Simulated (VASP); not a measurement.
Cu, 1 atom in the cell. Symmetry: Fm-3m, No. 225, cubic system. The conventional cell has a = 3.570 Å, b = 3.570 Å, c = 3.570 Å, α = 90.00°, β = 90.00°, γ = 90.00°. Cu (site symmetry m-3m) is surrounded by 12 Cu at 2.52 Å. 

* Program: VASP 6.6.1
* Task: phonons
* Functional: PBEsol
* Potentials or basis: VASP PAW PBE potentials, release 64 (Cu)
* Cutoff: 600 eV
* k mesh: 32 × 32 × 32
* Occupations: methfessel-paxton, width 0.2 eV
* Spin: no spin polarisation
* By perturbation theory: no
* Further INCAR settings: ALGO = Normal; EDIFF = 1e-08; IBRION = 6; POTIM = 0.015; NSW = 1

Potentials or basis: VASP PAW PBE potentials, release 64 (Cu).

Run with:

```bash
$ cat potpaw_PBE.64/Cu/POTCAR > POTCAR
$ cp INCAR.step1 INCAR
$ mpirun -np 2 vasp_std > vasp.out
$ cp CONTCAR POSCAR
$ cp INCAR.step2 INCAR
$ mpirun -np 2 vasp_std > vasp.out
```

Hardware: 2 MPI ranks on Intel(R) Xeon(R) Platinum 8259CL CPU @ 2.50GHz (Skylake/Cascade Lake) (shared host).

Question: Estimate the wall time of this run.

Answer: It took 3.5 min on 2 MPI ranks on Intel(R) Xeon(R) Platinum 8259CL CPU @ 2.50GHz (Skylake/Cascade Lake) (shared host), peak memory 0.31 GiB a rank. Counts: scf iterations 29, k points 897, ion steps 3.
